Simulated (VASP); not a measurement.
Energy against volume of WC (wc). Level of theory: vdW-DF-cx, VASP's PBE PAW potentials (set 64) (plane waves; VASP). Run with 520 eV cut-off, 14×14×13 Γ-centred mesh, first-order Methfessel-Paxton smearing of 0.10 eV, potentials W_sv C.

Shape and ions are relaxed at each volume.

```
V (Å³/atom)  E (eV/atom)
-----------  -----------
10.083          -9.51437
10.394          -9.52710
10.706          -9.51637
11.018          -9.48559
```

Task: Fit these four points and predict the energy of the run at 9.771 Å³/atom.

Result: A cubic in V^(−2/3), the third-order Birch-Murnaghan form, passes through the four points with V0 = 10.40 Å³/atom and B0 = 401 GPa, and gives -9.4739 eV/atom there. The run gave -9.4742 eV/atom, -0.2 meV/atom from the fit; all five points give B0 = 400 GPa.

The compound is WC in the wc structure. It was relaxed first.
